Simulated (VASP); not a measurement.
Calculation: vdW-DF2, VASP's PBE PAW potentials (set 64) (plane waves; VASP).

The input files of a VASP run:

File KPOINTS:
```
k-points along high-symmetry lines
15
Line-mode
Reciprocal
  0.000000   0.000000   0.000000 ! GAMMA
  0.000000   0.500000   0.000000 ! X

  0.000000   0.500000   0.000000 ! X
  0.500000   0.500000   0.000000 ! M

  0.500000   0.500000   0.000000 ! M
  0.000000   0.000000   0.000000 ! GAMMA

  0.000000   0.000000   0.000000 ! GAMMA
  0.500000   0.500000   0.500000 ! R

  0.500000   0.500000   0.500000 ! R
  0.000000   0.500000   0.000000 ! X

  0.500000   0.500000   0.500000 ! R
  0.500000   0.500000   0.000000 ! M
```

File POSCAR:
```
KZnF3
1
    4.1582934514     0.0000000000    -0.0000000000
    0.0000000000     4.1582934514     0.0000000000
    0.0000000000     0.0000000000     4.1582934514
K Zn F
1 1 3
Direct
  0.0000000000   0.0000000000   0.0000000000
  0.5000000000   0.5000000000   0.5000000000
  0.5000000000   0.0000000000   0.5000000000
  0.0000000000   0.5000000000   0.5000000000
  0.5000000000   0.5000000000   0.0000000000
```

INCAR:
```
! general
SYSTEM   = KZnF3
PREC     = Accurate
ENCUT    = 520   ! plane-wave cut-off (eV)
LREAL    = .False.
LASPH    = .True.
ICHARG   = 11

! electronic loop
EDIFF    = 1E-7   ! SCF stop (eV)
NELM     = 100   ! most electronic steps
ALGO     = Normal   ! blocked Davidson
LMAXMIX  = 4   ! l cut-off of mixed one-centre charges

! smearing
ISMEAR   = 0   ! Gaussian
SIGMA    = 0.05   ! width (eV)

! functional
GGA      = ML
LUSE_VDW = .True.
AGGAC    = 0.0
ZAB_VDW  = -1.8867

! output
LWAVE    = .False.
LCHARG   = .False.
LORBIT   = 11   ! lm-projected
```

POTCAR, in this order: K_sv Zn F (PBE.64 set). Program: vasp_std. Read from the step before: CHGCAR.

The resulting files:

OUTCAR:
```
 ion  position               nearest neighbor table
   1  0.000  0.000  0.000-
   2  0.500  0.500  0.500-   3 2.08   4 2.08   5 2.08   5 2.08   3 2.08   4 2.08
   3  0.500  0.000  0.500-   2 2.08   2 2.08
   4  0.000  0.500  0.500-   2 2.08   2 2.08
   5  0.500  0.500  0.000-   2 2.08   2 2.08
  LATTYP: Found a simple cubic cell.
 ALAT       =     4.1582934514
 Subroutine PRICEL returns:
 Original cell was already a primitive cell.
 Subroutine GETGRP returns: Found 48 space group operations
The static configuration has the point symmetry O_h .
The dynamic configuration has the point symmetry O_h .
 Subroutine INISYM returns: Found 48 space group operations
   k-points           NKPTS =     90   k-points in BZ     NKDIM =     90   number of bands    NBANDS=     25
   number of dos      NEDOS =    301   number of ions     NIONS =      5
   total plane-waves  NPLWV =  32768
   dimension x,y,z NGX =    32 NGY =   32 NGZ =   32
   dimension x,y,z NGXF=    64 NGYF=   64 NGZF=   64
   ions per type =               1   1   3
   PREC   = accura    normal or accurate (medium, high low for compatibility)
   ISTART =      0    job   : 0-new  1-cont  2-samecut
   ICHARG =     11    charge: 1-file 2-atom 10-const
   ISPIN  =      1    spin polarized calculation?
   LNONCOLLINEAR =      F non collinear calculations
...
```

OSZICAR:
```
       N       E                     dE             d eps       ncg     rms          rms(c)
DAV:   1     0.443590844847E+03    0.44359E+03   -0.22563E+04  4500   0.199E+03
DAV:   2     0.264257223621E+02   -0.41717E+03   -0.40729E+03  5410   0.484E+02
DAV:   3    -0.926102269283E+01   -0.35687E+02   -0.35464E+02  5298   0.151E+02
DAV:   4    -0.101478695963E+02   -0.88685E+00   -0.88559E+00  7251   0.220E+01
DAV:   5    -0.101584885285E+02   -0.10619E-01   -0.10613E-01  5966   0.187E+00
DAV:   6    -0.101588998519E+02   -0.41132E-03   -0.41125E-03  6638   0.250E-01
DAV:   7    -0.101589038930E+02   -0.40411E-05   -0.40406E-05  6040   0.257E-02
DAV:   8    -0.101589039427E+02   -0.49694E-07   -0.49688E-07  5916   0.293E-03
   1 F= -.10158904E+02 E0= -.10158904E+02  d E =-.389455E-15
```

### OUTCAR
```
 val. band max:       -1.9085447297   @ k =   0.5000   0.5000   0.5000

 cond. band min:       1.6993315670   @ k =   0.0000   0.0000   0.0000



 k-point     1 :       0.0000    0.0000    0.0000
  band No.  band energies     occupation
      1     -28.7207      2.00000
      2     -22.7517      2.00000
      3     -22.2273      2.00000
      4     -22.2273      2.00000
      5     -12.1815      2.00000
      6     -12.1815      2.00000
      7     -12.1815      2.00000
      8      -5.3453      2.00000
      9      -5.3453      2.00000
     10      -5.3453      2.00000
     11      -5.2198      2.00000
     12      -5.2198      2.00000
     13      -5.2198      2.00000
     14      -4.9524      2.00000
     15      -4.9524      2.00000
     16      -3.4666      2.00000
     17      -3.4666      2.00000
     18      -3.4666      2.00000
     19      -3.2997      2.00000
     20      -3.2997      2.00000
     21      -3.2997      2.00000
     22       1.6993      0.00000
     23       6.9753      0.00000
     24       6.9753      0.00000
     25       7.0790      0.00000

 k-point     2 :       0.0000    0.0357    0.0000
  band No.  band energies     occupation
      1     -28.7205      2.00000
      2     -22.7503      2.00000
      3     -22.2285      2.00000
      4     -22.2273      2.00000
      5     -12.1816      2.00000
      6     -12.1811      2.00000
      7     -12.1811      2.00000
      8      -5.4098      2.00000
      9      -5.3484      2.00000
     10      -5.3484      2.00000
     11      -5.2198      2.00000
     12      -5.2184      2.00000
     13      -5.2184      2.00000
     14      -4.9524      2.00000
     15      -4.8942      2.00000
     16      -3.4690      2.00000
     17      -3.4658      2.00000
     18      -3.4658      2.00000
     19      -3.3056      2.00000
     20      -3.2998      2.00000
     21      -3.2998      2.00000
     22       1.7243      0.00000
     23       6.9853      0.00000
     24       6.9855      0.00000
...
```

The density is held fixed in this step, so its total energy and stress have no physical meaning.

The compound is KZnF3 in the cubic perovskite structure. It was relaxed first, which changed the volume by +8 %.
